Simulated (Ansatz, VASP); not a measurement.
# SiO2 in two plane-wave programs, part 2 of 2

One calculation is typed for both programs; each brings its own data sets. How far apart do they land? The cell is taken from a series of runs on this material, whose earlier steps may have relaxed, scaled, displaced or heated it; both programs get it as it stands.

VASP 6.6.1 and Ansatz 0.2.0.

So far: The structure; VASP: G0W0 gap, PBE0 form with 40 % exact exchange with an exact-exchange share of 0.4.

## Step 3: Ansatz: G0W0 gap, PBE0 form with 40 % exact exchange with an exact-exchange share of 0.4

Level of this step: Ansatz beside VASP: G0W0 on Kohn-Sham DFT, plane waves, PBE0 form with 40 % exact exchange (Ansatz).

Ansatz runs on its PAW soft_1 files.

The same cell, functional and mesh now go to Ansatz, which takes its cutoff from its data sets.

The input, input.yaml:

```yaml
crystal:
  lattice:
    - [4.91636, 0.0, 0.0]
    - [-2.45818, 4.2576926541, 0.0]
    - [0.0, 0.0, 5.4084]
  atoms:
    - { symbol: Si, position: [0.46973, 0.0, 0.6666666667] }
    - { symbol: Si, position: [0.0, 0.46973, 0.3333333333] }
    - { symbol: Si, position: [0.53027, 0.53027, 0.0] }
    - { symbol: O, position: [0.41354, 0.26758, 0.78558] }
    - { symbol: O, position: [0.73242, 0.14596, 0.4522466667] }
    - { symbol: O, position: [0.85404, 0.58646, 0.1189133333] }
    - { symbol: O, position: [0.26758, 0.41354, 0.21442] }
    - { symbol: O, position: [0.14596, 0.73242, 0.5477533333] }
    - { symbol: O, position: [0.58646, 0.85404, 0.8810866667] }
kpoints:
  mp_grid: { grid: [6, 6, 2] }
hamiltonian:
  xc: { exchange: pbe, correlation: pbe, exx: { coeff: 0.4 } }
  pseudopotentials: { kind: paw, azcp: { folder: soft_1 } }
scf:
  occupations: { method: fixed }
gw:
  n_empty_bands: 472
  ecut_chi: 150.0
  qp_bands: [v3, c3]
  qp_kpoints: band_edges
  screening: { model: contour_deformation }
```

The run is started by

```console
ansatz run input.yaml --threads 3 --pin off --max-ram 92160MiB --backend cuda --events-out ev --progress --plain --runs-dir out --devices 1 --max-vram 13GiB
```

Numbers of over 12 decimals in the logs are rounded to 6 here.

Log:

```text
GPUs: using 1 of 1 available (devices: 1).
Engine: ansatz 0.2.0, x86_64-unknown-linux-gnu
Pseudopotentials: kind: paw
Pseudopotential: Si, paw, valence charge 4, recommended cutoff 420 eV (normal), soft_1/Si.paw.azcp
Pseudopotential: O, paw, valence charge 6, recommended cutoff 420 eV (normal), soft_1/O.paw.azcp
Functional definition: unnamed
  parameter a_1 = 0.4
  exchange = (1 - a_1)*pbe_x + a_1*exact_x
  correlation = pbe_c
davidson cushion auto → on  (no smearing: the cushion is to keep the highest requested band from converging to the state above it; pin scf.eigensolver.cushion to override)
device memory: the entry about to start is reckoned to put 1.8 GiB on a device that reports 48.6 GiB free (of which the cap on the GPU budget leaves the run 13.0 GiB)
GPU FFT provider: cuFFT
GPU libraries: cuBLAS 13.8.2, cuFFT 12.4.0, cuSOLVER 12.3.4
Crystal: 9 atoms, lattice volume = 113.211 Å³
Basis set: ecut = 420 eV, 2209 PW (Γ)
Bands: 33, of which v1, the nominal top of the filled ones, is band 24 counted from 1 (23 counted from 0)
Symmetry: 6 space group operations
Space group: P3221 (ITA 154), of the structure as read, at distance tolerance 4.8e-5 Å
k-points: 14 of 72 (time reversal used)
Non-local potential: Si, projectors of the file, l = 0: 2, l = 1: 2, l = 2: 1
Non-local potential: O, projectors of the file, l = 0: 2, l = 1: 2, l = 2: 1
PAW form: soft (Blöchl's): semilocal exchange-correlation on the pseudo side does not see the compensation charge
PAW frozen core: Si, regenerated for the run's functional, and the local potential with it (the file was generated under x = pbe(κ = 0.804, μ = 0.219515), c = pbe(β = 0.066725))
PAW frozen core: O, regenerated for the run's functional, and the local potential with it (the file was generated under x = pbe(κ = 0.804, μ = 0.219515), c = pbe(β = 0.066725))
PAW one-centre angular grid: Si, 110 points (default); XC on 64 Gauss nodes
PAW one-centre angular grid: O, 110 points (default); XC on 64 Gauss nodes
Initial density: superposition of atomic densities (chi_scale 0.1, normalization cell, long waves kept (reshape's long-wave potential 0.01 eV rms))
Initial wavefunctions: pseudopotential atomic-orbital guess
GPU buffer pool allocated for 51840 grid points (all kernels)
GPU transforms: local potential and band sums: pruned to the plane-wave sphere, on 36×36×40
Functional: x = pbe(κ = 0.804, μ = 0.219515), c = pbe(β = 0.066725), warm-up for x = 0.6 pbe(κ = 0.804, μ = 0.219515) + 0.4 exact, c = pbe(β = 0.066725)
SCF iter   1: F=—  HF=-5327.218803 eV  |F-HF|=—  |Δ(HF+E_count)|=         —  Δρ=1.36e-1  dr2=1.85e1  ethr=1.00e-1  ⟨swp⟩=5.2  Hψ=1695  notcnv=0
preconditioner: auto → none  [insulator: Δε(μ)=7.399 eV  Ē_g=18.264 eV  n_scr=22 (ndim 8)  ℏωp=24.2 eV  f_vac=0.003]
SCF iter   2: F=—  HF=-5322.660410 eV  |F-HF|=—  |Δ(HF+E_count)|=    4.56e0  Δρ=6.82e-2  dr2=2.20e0  ethr=3.86e-2  ⟨swp⟩=3.4  Hψ=1347  notcnv=0  defer=1
SCF iter   3: F=—  HF=-5322.123025 eV  |F-HF|=—  |Δ(HF+E_count)|=   5.37e-1  Δρ=2.19e-2  dr2=2.26e-1  ethr=4.58e-3  ⟨swp⟩=3.2  Hψ=1209  notcnv=0  defer=1
iter 4 solved again at ethr=2.08e-5 eV; its pass at ethr=4.71e-4 eV (dr2=9.98e-3 eV) is discarded
SCF iter   4: F=—  HF=-5322.169378 eV  |F-HF|=—  |Δ(HF+E_count)|=   4.64e-2  Δρ=3.15e-3  dr2=1.07e-2  ethr=2.08e-5  ⟨swp⟩=4.0  Hψ=2449  notcnv=0  defer=2
SCF iter   5: F=-5322.165011 eV  HF=-5322.165963 eV  |F-HF|=9.52e-4  |Δ(HF+E_count)|=   3.42e-3  Δρ=1.17e-3  dr2=1.46e-3  ethr=2.08e-5  ⟨swp⟩=2.4  Hψ=1038  notcnv=0
SCF 1 stopped early in 5 iterations: F = -5322.165011 eV  dr2 = 1.46e-3
  greatest PAW one-centre occupation: 0.861 electrons in one spin orbital (limit 2), on the O atom at site 8 (counted from 0), in its partial waves of l = 0
device memory: the entry about to start is reckoned to put 2.2 GiB on a device that reports 49.0 GiB free (of which the cap on the GPU budget leaves the run 13.0 GiB)
GPU FFT provider: cuFFT
GPU libraries: cuBLAS 13.8.2, cuFFT 12.4.0, cuSOLVER 12.3.4
Initial density: handed on by an earlier stage of this run
Initial wavefunctions: those handed on with the density
GPU buffer pool allocated for 51840 grid points (all kernels)
GPU transforms: local potential and band sums: pruned to the plane-wave sphere, on 36×36×40
Functional: x = 0.6 pbe(κ = 0.804, μ = 0.219515) + 0.4 exact, c = pbe(β = 0.066725)
Exchange kernel: α = 0.4000, full range, Wigner–Seitz truncation, v(0) = 12799.9232 eV·Å³, q-mesh 6×6×2, nearest image of the exchange supercell L = 10.82 Å, pair-density grid 24×24×27, without the augmentation charges, whose exchange is taken in its separable form by FFT convolution over the k-point mesh (sized by the pseudopotential files, 30×30×40 at the most), smooth part of the exact exchange by density-matrix convolution in up to 2.64 GiB of GPU memory as planned if the GPU has room (build and FFT work areas not counted)
Frozen-core exchange: fock
[...]
k-point 1: bands = [... 20 lower, -1.5982, -0.5577, -0.5577, -0.4237, 11.9426, 11.9426, 12.9909, 13.9720, ... 2 higher]
  k-point 2: bands = [... 20 lower, -1.4130, -1.1751, -0.6003, -0.5580, 10.3114, 13.3989, 13.4688, 13.9650, ... 2 higher]
  k-point 13: bands = [... 20 lower, -1.3204, -1.1343, -0.9535, -0.9535, 13.4817, 13.8285, 13.8285, 14.2990, ... 2 higher]
  guard bands above this table: 3 of the run's 33 bands. The solve was not asked for them (output.publish_guard_bands: true or output.eigenvalues: true publishes all)
--- G₀W₀: contour deformation, 5 samples at zero and on the imaginary axis and 1 off it, 72 q-points, 472 empty bands' worth ---
  eigenvalues of the whole cell's RPA ε∞ on this k-mesh (on a slab, of 1 + 4πα/V) = 1.9348, 1.9348, 1.9508; static W/v taken at q = 0 is 0.512652
  bands read: the sum over 496 bands ends inside a degenerate multiplet in 1 slot, whose members it reads at an even weight; the widest, k=1: bands 496 to 497 (counted from 1) at 1/2 each
  gw.qp_kpoints: band_edges: 14 of 14 stored k-points solved, in 1 pass; an edge of the gap read off the rows below is read off those points alone
    ik  band        ε_KS         Σx   Σc(E_QP)       V_xc       Z   E_QP_lin       E_QP  E_QP is
     0    22     -1.0727   -26.4828     3.2108   -23.2790  0.8571    -1.0657    -1.0657  root
     0    23     -0.6511   -26.4231     3.1700   -23.2740  0.8579    -0.6303    -0.6303  root
     0    24     -0.6511   -26.4231     3.1700   -23.2740  0.8579    -0.6303    -0.6303  root
     0    25      9.8667    -6.8295    -2.9334   -10.0553  0.9053    10.1594    10.1591  root
     0    26     13.3912    -5.8256    -3.2489    -9.4808  0.9006    13.7980    13.7975  root
     0    27     13.3912    -5.8256    -3.2489    -9.4808  0.9006    13.7980    13.7975  root
     1    22     -0.5577   -26.8071     3.2041   -23.6485  0.8575    -0.5122    -0.5122  root
     1    23     -0.5577   -26.8071     3.2041   -23.6485  0.8575    -0.5122    -0.5122  root
     1    24     -0.4237   -26.7822     3.1930   -23.6387  0.8575    -0.3740    -0.3740  root
     1    25     11.9426    -7.4427    -2.9858   -10.8214  0.8992    12.3359    12.3354  root
     1    26     11.9426    -7.4427    -2.9858   -10.8214  0.8992    12.3359    12.3354  root
     1    27     12.9909    -3.9180    -3.1937    -7.3310  0.9082    13.2103    13.2101  root
     2    22     -1.1751   -26.3500     3.2039   -23.1396  0.8573    -1.1815    -1.1815  root
     2    23     -0.6003   -26.5723     3.1846   -23.4178  0.8577    -0.5703    -0.5703  root
     2    24     -0.5580   -26.5713     3.1780   -23.4258  0.8578    -0.5255    -0.5255  root
     2    25     10.3114    -7.0166    -2.9371   -10.2710  0.9038    10.6289    10.6286  root
     2    26     13.3989    -6.1129    -3.2820    -9.8281  0.8999    13.8327    13.8320  root
     2    27     13.4688    -5.9758    -3.3011    -9.7036  0.9000    13.8960    13.8954  root
     3    22     -0.6878   -26.6857     3.2071   -23.5107  0.8572    -0.6556    -0.6556  root
     3    23     -0.6485   -26.6875     3.1998   -23.5225  0.8575    -0.6138    -0.6137  root
     3    24     -0.4585   -26.7733     3.1885   -23.6333  0.8577    -0.4101    -0.4101  root
     3    25     12.1685    -7.4589    -3.0305   -10.8964  0.8986    12.5760    12.5755  root
     3    26     12.2033    -7.3639    -3.0138   -10.7745  0.8988    12.6006    12.6001  root
     3    27     13.1918    -4.2303    -3.2081    -7.6868  0.9069    13.4404    13.4402  root
[...]
12    26     13.0204    -7.1439    -3.1301   -10.7070  0.8971    13.4539    13.4533  root
    12    27     13.5302    -7.5507    -3.0927   -11.1288  0.8948    14.0163    14.0155  root
    13    22     -1.1343   -26.3672     3.1823   -23.1818  0.8575    -1.1375    -1.1375  root
    13    23     -0.9535   -26.2779     3.1853   -23.0920  0.8574    -0.9540    -0.9541  root
    13    24     -0.9535   -26.2779     3.1853   -23.0920  0.8574    -0.9540    -0.9541  root
    13    25     13.4817   -10.1544    -3.6547   -14.5896  0.8875    14.2641    14.2622  root
    13    26     13.8285    -5.6158    -3.0980    -9.0446  0.9015    14.1596    14.1592  root
    13    27     13.8285    -5.6158    -3.0980    -9.0446  0.9015    14.1596    14.1592  root
```

## Step 4: Side by side

Known differences besides the potentials themselves: exact exchange at q = 0 is treated differently, which shows on coarse meshes; VASP keeps PBE cores, Ansatz makes them for the functional; fixed occupations in Ansatz, narrow Gaussian smearing in VASP; the cutoff is 420 eV in Ansatz and 440 eV in VASP; Ansatz integrates over frequency by contour deformation, VASP on a grid of NOMEGA points; Ansatz's G0W0 levels solve the quasiparticle equation, VASP's are linearised. Total energies have different zeros and are not compared.

Compared:

```tsv
quantity	Ansatz	VASP	difference
G0W0 gap on the mesh (eV)	10.41	10.39	+0.02
Kohn-Sham gap under it (eV)	10.18	10.19	-0.01
```

## Step 5: Summary of results

```yaml
difference_in_g0w0_gap_on_the_mesh_g0w0_gap_pbe0_form_with_40_exact_exchange_with_an_exact_exchange_share_of_0p4: 0.023 eV
```

The difference in G0W0 gap on the mesh is 0.023 eV (G0W0 gap, PBE0 form with 40 % exact exchange with an exact-exchange share of 0.4). How closely two codes agree says nothing of how well the functional describes the real material.

[Lines on the potential files, build, host, timing and source positions are cut from VASP's logs without a mark.]

[Logs are printed without paths, hosts, clocks, repeated set-up lines and the standing remarks that a program may print on its own settings, such as how far it seeks lower states.]

[Hosts, paths, dates, database ids (printed as entryN), source tags and the programs' standing remarks are cut or masked in the printed files.]
